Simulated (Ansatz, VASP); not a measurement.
## LuNO in VASP and in Ansatz

```
CELL_PARAMETERS angstrom
3.87133 0.00000 0.00000
-1.93567 3.35267 0.00000
0.00000 0.00000 3.38971
ATOMIC_POSITIONS crystal
Lu 0.33333 0.66667 0.00000
N 0.00000 0.00000 0.50000
O 0.66667 0.33333 0.50000
```

Change from the starting cell: species swapped into the TmCuSi type (P-6m2, No. 187).

Alike in both runs: task relaxation of cell and atoms; functional PBE; k mesh 6 × 6 × 6; occupations gaussian, width 0.1 eV; no spin polarisation.

```csv
,VASP,Ansatz
version,VASP 6.6.1,Ansatz 0.2.0
potentials or method,"VASP PAW PBE potentials, release 64 (Lu, N, O)","scalar-relativistic, plane waves, PAW"
plane-wave cutoff (eV),600,420
valence electrons in the cell,36,36
```

|  | VASP | Ansatz | Ansatz less VASP |
| --- | --- | --- | --- |
| gap on the k mesh at the Fermi level, each at its own relaxed structure (eV) | none | none | - |
| relaxed volume (Å³/atom) | 11.24 | 11.23 | -0.008 |
| relaxed cell length with the largest relative difference (Å) | 3.034 | 3.032 | -0.0015 |
| energy change over the relaxation (meV/atom) | -323 | -326 | -2.4 |

A gap of «none» marks a metal or a gap that the smearing closes.

Caveats: the volume moved by over 15 % at a fixed basis, so the end points are rough (VASP). Spin-orbit coupling is left out, which matters for the levels of Lu.
